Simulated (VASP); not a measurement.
Calculation: LDA (Ceperley-Alder, Perdew-Zunger), VASP's LDA PAW potentials (set 64) (plane waves; VASP).

VASP ran on this input.

KPOINTS:
```
K-points
0
G
  4 4 4
0 0 0
```

**INCAR**
```
ALGO  =  Normal
EDIFF  =  1E-6
ENCUT  =  300
ISIF  =  2
ISMEAR  =  -1
LASPH  =  .True.
LCHARG  =  .False.
LMAXMIX  =  4
LREAL  =  .False.
LWAVE  =  .False.
NELM  =  100
PREC  =  Accurate
SIGMA  =  0.05
SYSTEM  =  Bi2Se3
```

**POSCAR**
```
Bi2Se3
1
    2.0956850000     1.2099440000     9.9762300000
   -2.0956850000     1.2099440000     9.9762300000
    0.0000000000    -2.4198890000     9.9762300000
Bi Se
2 3
Direct
  0.3984400000   0.3984400000   0.3984400000
  0.6015600000   0.6015600000   0.6015600000
  0.0000000000   0.0000000000   0.0000000000
  0.2157170000   0.2157170000   0.2157170000
  0.7842830000   0.7842830000   0.7842830000
```

POTCAR, in this order: Bi_d Se (LDA.64 set). Program: vasp_std.

Output of the run:

**OSZICAR**
```
       N       E                     dE             d eps       ncg     rms          rms(c)
DAV:   1     0.377076743454E+03    0.37708E+03   -0.17434E+04   752   0.118E+03
DAV:   2     0.133610538450E+02   -0.36372E+03   -0.35370E+03   844   0.354E+02
DAV:   3    -0.228103455223E+02   -0.36171E+02   -0.35194E+02   900   0.129E+02
DAV:   4    -0.240972648602E+02   -0.12869E+01   -0.12716E+01   900   0.261E+01
DAV:   5    -0.241422655084E+02   -0.45001E-01   -0.44920E-01   956   0.421E+00    0.509E+00
DAV:   6    -0.232808810529E+02    0.86138E+00   -0.22131E+00   824   0.840E+00    0.320E+00
DAV:   7    -0.232739538221E+02    0.69272E-02   -0.39866E-01   852   0.294E+00    0.163E+00
DAV:   8    -0.232698852765E+02    0.40685E-02   -0.62538E-02   944   0.139E+00    0.448E-01
DAV:   9    -0.232676672199E+02    0.22181E-02   -0.10604E-02   940   0.552E-01    0.145E-01
DAV:  10    -0.232676011569E+02    0.66063E-04   -0.23571E-03   832   0.256E-01    0.562E-02
DAV:  11    -0.232676279974E+02   -0.26841E-04   -0.54671E-04   952   0.113E-01    0.359E-02
DAV:  12    -0.232676245833E+02    0.34142E-05   -0.69713E-05   944   0.542E-02    0.113E-02
DAV:  13    -0.232676240027E+02    0.58057E-06   -0.14946E-05   828   0.310E-02    0.394E-03
DAV:  14    -0.232676238971E+02    0.10561E-06   -0.11178E-06   556   0.793E-03
   1 F= -.23267624E+02 E0= -.23267280E+02  d E =-.688627E-03
```

### OUTCAR
```
------------------------ aborting loop because EDIFF is reached ----------------------------------------
  FORCE on cell =-STRESS in cart. coord.  units (eV):
  Direction    XX          YY          ZZ          XY          YZ          ZX
  --------------------------------------------------------------------------------------
  Total       -3.7938794     -3.7938796     -3.9961660      0.0000000      0.0000001      0.0000000
  in kB      -40.0483848    -40.0483871    -42.1837326      0.0000000      0.0000014      0.0000000
  external PRESSURE =     -40.7601682 kB  Pullay stress =       0.0000000 kB
  volume of cell :      151.78
      direct lattice vectors                 reciprocal lattice vectors
     2.095685000  1.209944000  9.976230000     0.238585474  0.137747384  0.033412760
    -2.095685000  1.209944000  9.976230000    -0.238585474  0.137747384  0.033412760
     0.000000000 -2.419889000  9.976230000     0.000000000 -0.275494768  0.033412746
 POSITION                                       TOTAL-FORCE (eV/Angst)
 -----------------------------------------------------------------------------------
      0.00000     -0.00000     11.92479        -0.000000     -0.000000      0.022315
      0.00000     -0.00000     18.00390        -0.000000      0.000000     -0.022315
      0.00000      0.00000      0.00000         0.000000      0.000000     -0.000000
      0.00000     -0.00000      6.45613        -0.000000     -0.000000      0.280324
      0.00000     -0.00000     23.47256        -0.000000      0.000000     -0.280324
 -----------------------------------------------------------------------------------
    total drift:                                0.000000      0.000000     -0.000000
  FREE ENERGIE OF THE ION-ELECTRON SYSTEM (eV)
  ---------------------------------------------------
  free  energy   TOTEN  =       -23.2676238971 eV

  energy  without entropy=      -23.2669352704  energy(sigma->0) =      -23.26727958
```
(Selected blocks of OUTCAR.)

At this cut-off the stress carries a Pulay error, which pulls relaxed volumes low.

The structure comes from a computed database's Bi2Se3 entry; how it stands against other phases isn't given here. The cell was not relaxed at this level. The k-mesh is coarse (spacing up to 0.44 per Å, 2π included), so the numbers may not be converged in it. The run is one of a series of settings (GGA removed, POTCAR Bi_d Se (LDA.64 set) against the base run), some of them coarse on purpose.
